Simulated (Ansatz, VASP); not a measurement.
# Cross-check of Pt (Pt(110)) between VASP and Ansatz

Wanted: the spread between two codes on one cell, functional and k mesh.

Program: Ansatz 0.2.0. Level of theory: plane waves, with VASP 6.6.1 beside it; band structure at r2SCAN. Results are calculated unless marked as measured.

## 1. The starting structure

The cell holds 7 atoms: 7 Pt. Cell: a = 3.920 Å, b = 2.772 Å, c = 26.316 Å, α = 90.0°, β = 90.0°, γ = 90.0°. Vacuum lies along c.

## 2. Ansatz: band structure, r2SCAN

Ansatz runs on its default PAW (the set named soft_2) files.

A single point gives forces, pressure and levels at one fixed geometry, so differences don't come from the geometry; what else differs is listed under the comparison.

File input.yaml:

```yaml
crystal:
  lattice:
    - [3.92, 0.0, 0.0]
    - [0.0, 2.7718585823, 0.0]
    - [0.0, 0.0, 26.3155757468]
  atoms:
    - { symbol: Pt, position: [0.0, 0.0, 0.3420027776] }
    - { symbol: Pt, position: [0.5, 0.5, 0.3946685184] }
    - { symbol: Pt, position: [0.0, 0.0, 0.4473342592] }
    - { symbol: Pt, position: [0.5, 0.5, 0.5] }
    - { symbol: Pt, position: [0.0, 0.0, 0.5526657408] }
    - { symbol: Pt, position: [0.5, 0.5, 0.6053314816] }
    - { symbol: Pt, position: [0.0, 0.0, 0.6579972224] }
hamiltonian:
  xc: r2scan
  pseudopotentials: { kind: paw }
kpoints:
  mp_grid: { grid: [11, 15, 1] }
  band_path:
    path:
      - [0.0, 0.0, 0.0]
      - [-0.07692, 0.0, 0.0]
      - [-0.15385, 0.0, 0.0]
      - [-0.26923, 0.0, 0.0]
      - [-0.34615, 0.0, 0.0]
      - [-0.42308, 0.0, 0.0]
      - [-0.5, 0.0, 0.0]
      - [-0.5, -0.07692, 0.0]
      - [-0.5, -0.19231, 0.0]
      - [-0.5, -0.26923, 0.0]
      - [-0.5, -0.34615, 0.0]
      - [-0.5, -0.46154, 0.0]
      - [-0.5, -0.5, 0.0]
      - [-0.42308, -0.5, 0.0]
      - [-0.30769, -0.5, 0.0]
      - [-0.23077, -0.5, 0.0]
      - [-0.11538, -0.5, 0.0]
      - [-0.03846, -0.5, 0.0]
      - [0.0, -0.5, 0.0]
      - [0.0, -0.38462, 0.0]
      - [0.0, -0.30769, 0.0]
      - [0.0, -0.23077, 0.0]
      - [0.0, -0.11538, 0.0]
      - [0.0, -0.03846, 0.0]
      - [-0.03846, -0.03846, 0.0]
      - [-0.11538, -0.11538, 0.0]
      - [-0.19231, -0.19231, 0.0]
      - [-0.30769, -0.30769, 0.0]
      - [-0.38462, -0.38462, 0.0]
      - [-0.5, -0.5, 0.0]
    npoints: 1
scf:
  occupations: { method: fermi_dirac, width: 0.1 }
  n_extra_bands: 9
efield:
  axis: 3
  dipole_correction: true
  ramp_width: 0.04
output:
  forces: true
  eigenvalues: true
```

Run with:

```
$ ansatz run input.yaml --threads 4 --pin off --max-ram 9216MiB --backend cpu --events-out ev --progress --plain --runs-dir out
```

Numbers of over 12 decimals in the logs are rounded to 6 here.

The program printed:

```text
scf.n_extra_bands = 9 over 63 filled bands (N_el = 126.0): the run solves 72 bands
Engine: ansatz 0.2.0, aarch64-unknown-linux-gnu
Pseudopotentials: kind: paw
Pseudopotential: Pt, paw, valence charge 18, recommended cutoff 500 eV (meta_gga), Pt.paw.azcp
Functional definition: r2SCAN
  parameter k0 = 0.174
  parameter k1 = 0.065
  parameter a1 = 4.9479
  exchange = r2scan_x(k0 = k0, k1 = k1, a1 = a1)
  correlation = r2scan_c
Crystal: 7 atoms, lattice volume = 285.937 Å³
Basis set: ecut = 500 eV, 7195 PW (Γ), exchange–correlation on 120×96×768 points (64 copies of the dense FFT grid, shifted against one another)
Bands: 72, of which v1, the nominal top of the filled ones, is band 63 counted from 1 (62 counted from 0)
Symmetry: 4 space group operations
k-points: 48 of 165
Non-local potential: Pt, projectors of the file, l = 0: 3, l = 1: 2, l = 2: 2, l = 3: 1
PAW form: soft (Blöchl's): semilocal exchange-correlation on the pseudo side does not see the compensation charge
PAW frozen core: Pt, regenerated for the run's functional (the file was generated under x = pbe(κ = 0.804, μ = 0.219515), c = pbe(β = 0.066725))
PAW one-centre angular grid: Pt, 590 points (default); XC on 160 Gauss nodes
Initial density: superposition of atomic densities (neutral atoms: chi_scale 0, normalization atom), corrected by the library's trained network
Initial wavefunctions: pseudopotential atomic-orbital guess
Functional: x = r2scan, c = r2scan; τ floored in thin density (d = 2e-4 eV/Å³)
SCF iter   1: F=—  HF=-87754.762881 eV  |F-HF|=—  |Δ(HF+E_count)|=         —  Δρ=1.56e-2  dr2=3.82e0  dr2_τ=1.31e-1  ethr=1.77e-3  p=0.000 e·Å  D=1.95e-13 V/Å  ΔV_dip=-0.00 eV  dr2_dipole=1.39e-8  V_vac-E_F(+/−)=5.33/5.33 eV  ⟨swp⟩=7.7  Hψ=14508  notcnv=0  defer=9
efield: sawtooth ramp at fractional position 0.9800 (placed from the atoms, in the widest stretch of the axis that holds none; the zero of the levels goes with the place), width 0.0400; the density the first Hamiltonian is built on has a dipole p = 0.000 e·Å; the dipole correction subtracts the counter field D = 1.95e-13 V/Å, which shifts the + side's vacuum level by -0.00 eV against the − side's; the planar-averaged density in the ramp window peaks in size at 1.1e-5 e/Å³
preconditioner: auto → LDOS  [metal: Δε(μ)=0.003 eV  Ē_g=6.239 eV  σ=0.100 eV  W_gap=0.01  n_scr=62 (ndim 8)  ℏωp=18.4 eV  f_vac=0.572  D(μ)=11.47/eV (n_scr^D=86)  β→1.0]
SCF iter   2: F=—  HF=-87754.736463 eV  |F-HF|=—  |Δ(HF+E_count)|=   2.64e-2  Δρ=8.83e-3  dr2=3.01e-1  dr2_τ=4.89e-2  ethr=1.77e-3  p=0.000 e·Å  D=7.56e-6 V/Å  ΔV_dip=-0.00 eV  dr2_dipole=2.27e-7  V_vac-E_F(+/−)=5.23/5.23 eV  ⟨swp⟩=2.7  Hψ=5951  notcnv=0  defer=33
SCF iter   3: F=—  HF=-87754.710675 eV  |F-HF|=—  |Δ(HF+E_count)|=   2.58e-2  Δρ=3.68e-3  dr2=1.47e-1  dr2_τ=1.37e-2  ethr=2.39e-4  p=0.000 e·Å  D=1.74e-6 V/Å  ΔV_dip=-0.00 eV  dr2_dipole=4.06e-8  V_vac-E_F(+/−)=5.25/5.25 eV  ⟨swp⟩=2.1  Hψ=6228  notcnv=0  defer=33
SCF iter   4: F=—  HF=-87754.696465 eV  |F-HF|=—  |Δ(HF+E_count)|=   1.42e-2  Δρ=9.71e-4  dr2=4.04e-3  dr2_τ=2.40e-4  ethr=1.17e-4  p=0.000 e·Å  D=3.03e-6 V/Å  ΔV_dip=-0.00 eV  dr2_dipole=1.46e-8  V_vac-E_F(+/−)=5.27/5.27 eV  ⟨swp⟩=2.0  Hψ=5585  notcnv=0  defer=33
SCF iter   5: F=—  HF=-87754.696248 eV  |F-HF|=—  |Δ(HF+E_count)|=   2.17e-4  Δρ=4.94e-4  dr2=1.40e-3  dr2_τ=3.82e-5  ethr=3.21e-6  p=0.000 e·Å  D=1.52e-6 V/Å  ΔV_dip=-0.00 eV  dr2_dipole=3.57e-9  V_vac-E_F(+/−)=5.26/5.26 eV  ⟨swp⟩=2.5  Hψ=6039  notcnv=0  defer=31
SCF iter   6: F=—  HF=-87754.696247 eV  |F-HF|=—  |Δ(HF+E_count)|=   1.79e-6  Δρ=2.41e-4  dr2=3.33e-4  dr2_τ=5.07e-6  ethr=1.11e-6  p=0.000 e·Å  D=4.34e-7 V/Å  ΔV_dip=-0.00 eV  dr2_dipole=1.64e-10  V_vac-E_F(+/−)=5.26/5.26 eV  ⟨swp⟩=1.8  Hψ=4055  notcnv=0  defer=31
SCF iter   7: F=—  HF=-87754.696246 eV  |F-HF|=—  |Δ(HF+E_count)|=   4.40e-7  Δρ=8.31e-5  dr2=4.87e-5  dr2_τ=2.21e-6  ethr=2.64e-7  p=-0.000 e·Å  D=-1.74e-7 V/Å  ΔV_dip=0.00 eV  dr2_dipole=1.47e-11  V_vac-E_F(+/−)=5.26/5.26 eV  ⟨swp⟩=2.2  Hψ=4790  notcnv=0  defer=31
SCF iter   8: F=—  HF=-87754.696552 eV  |F-HF|=—  |Δ(HF+E_count)|=   3.06e-4  Δρ=2.16e-5  dr2=2.23e-6  dr2_τ=2.54e-7  ethr=3.86e-8  p=-0.000 e·Å  D=-1.72e-7 V/Å  ΔV_dip=0.00 eV  dr2_dipole=1.90e-11  V_vac-E_F(+/−)=5.27/5.27 eV  ⟨swp⟩=2.0  Hψ=5099  notcnv=0  defer=31
SCF iter   9: F=—  HF=-87754.696553 eV  |F-HF|=—  |Δ(HF+E_count)|=   3.69e-7  Δρ=6.34e-6  dr2=1.01e-7  dr2_τ=1.23e-8  ethr=1.77e-9  p=-0.000 e·Å  D=-1.10e-7 V/Å  ΔV_dip=0.00 eV  dr2_dipole=6.98e-12  V_vac-E_F(+/−)=5.27/5.27 eV  ⟨swp⟩=3.2  Hψ=6555  notcnv=0  defer=31
SCF iter  10: F=-87754.696553 eV  HF=-87754.696553 eV  |F-HF|=2.85e-8  |Δ(HF+E_count)|=   1.41e-7  Δρ=2.03e-6  dr2=9.26e-9  dr2_τ=1.02e-9  ethr=7.94e-11  p=-0.000 e·Å  D=-5.06e-8 V/Å  ΔV_dip=0.00 eV  dr2_dipole=1.16e-12  V_vac-E_F(+/−)=5.27/5.27 eV  ⟨swp⟩=10.7  Hψ=14725  notcnv=0
SCF 1 converged in 10 iterations: F = -87754.696553 eV  dr2 = 9.26e-9
  greatest PAW one-centre occupation: 1.000 electrons in one spin orbital (limit 2), on the Pt atom at site 4 (counted from 0), in its partial waves of l = 0
NSCF: frozen V_eff on 30 k-points
efield: sawtooth ramp at fractional position 0.9800 (kept from the solve that this one continues, or follows in the run), width 0.0400; the density the first Hamiltonian is built on has a dipole p = -0.000 e·Å; the dipole correction subtracts the counter field D = -5.06e-8 V/Å, which shifts the + side's vacuum level by +0.00 eV against the − side's; the planar-averaged density in the ramp window peaks in size at 1.2e-5 e/Å³
SCF converged after 10 iterations
Free energy (F): -87754.696553 eV
Harris-Foulkes:  -87754.696553 eV  (|F-HF|=2.85e-8)
Internal energy: -87754.304930 eV  (E = F + TS)
E sigma→0 (E₀):  -87754.500741 eV
Entropy (-TS):   -0.391623 eV (-55.946 meV/atom)
Fermi energy:    5.168410 eV
Dipole field:    D = -0.000001 V/Å  (p = -0.000002 e·Å, saw-weighted, corrected)
Work function:   Φ+ = 5.2655 eV   Φ− = 5.2655 eV
Levels:          The Fermi level and band energies are counted from a zero that moves with the ramp; work functions are not
--- Per-component energies (eV) ---
  E_band       = -3250.253027
  E_kinetic    = 4461.471022
  E_local      = -242463.804125  (includes V_loc(G=0)·N_el)
  E_nonlocal   = 1417.498631
  E_hartree    = 118812.844277
  E_xc         = -1746.224486
  E_vxc        = -2356.766728  (∫ρ·V_xc dr)
  E_paw        = -66360.384552  (= ΣΔE_a)
  E_vpaw       = -2085.631461  (= ΣTr[D̂ρ^β])
  E_aug_tail   = 0.001043  (compensation charges beyond the density's cutoff)
  E_vtau       = 151.274010  (kinetic-family band-sum trace: ∫τ·v_τ [+ j·A + Jᵃ·Aᵃ] dr)
  E_efield     = 0.000000  (sawtooth field / dipole correction)
  E_vefield    = 0.000000  (∫n·V_field dr)
  E_ewald      = 98125.913721
  E_core_change = -1.620461  (= ΣΔE_core)
  E_smearing   = -0.391623  (= −TS)
  E_closure    = -0.000000  (closes the sum)
  Σ components = -87754.696553   (vs F -87754.696553, Δ=0.00e0)
--- Forces (eV/Å), atoms counted from 1 ---
  atom   1  Pt     0.00000000     0.00000000     0.82839713
  atom   2  Pt     0.00000000     0.00000000    -1.12431492
  atom   3  Pt     0.00000000     0.00000000    -0.01766286
  atom   4  Pt     0.00000000     0.00000000    -0.00000020
  atom   5  Pt     0.00000000     0.00000000     0.01766280
  atom   6  Pt     0.00000000     0.00000000     1.12431491
  atom   7  Pt     0.00000000     0.00000000    -0.82839676
  max |Σ_I F_I| component: 9.53e-8 eV/Å
--- Band table (eV; the first three rows and the last of 48) ---
  k-point 0: bands = [... 59 lower, 4.4281, 4.6081, 4.7069, 5.0446, 5.0648, 5.3807, 5.4066, 5.6518, ... 5 higher]
  k-point 1: bands = [... 59 lower, 4.3338, 4.6555, 4.8407, 4.8532, 4.9261, 5.3864, 5.4678, 5.5465, ... 5 higher]
  k-point 2: bands = [... 59 lower, 4.1143, 4.6533, 4.7259, 4.7637, 4.7647, 5.3242, 5.6212, 5.6599, ... 5 higher]
  k-point 47: bands = [... 59 lower, 5.1998, 5.2183, 5.4180, 5.4652, 6.0595, 6.7241, 8.3244, 8.9566, ... 5 higher]
```

Wall time 2.1 min (4 threads of Arm Neoverse N1, shared host); peak memory 1.7 GiB.

Reading the cycles: dr2 is the Hartree energy of the density residual (eV), the measure of convergence; HF is the Harris–Foulkes estimate of the energy, which meets the free energy F at convergence.

(Continued in part 2 of 2.)

[Lines on the potential files, build, host, timing and source positions are cut from VASP's logs without a mark.]

[Logs are printed without paths, hosts, clocks, repeated set-up lines and the standing remarks that a program may print on its own settings, such as how far it seeks lower states.]

[Hosts, paths, dates, database ids (printed as entryN), source tags and the programs' standing remarks are cut or masked in the printed files.]
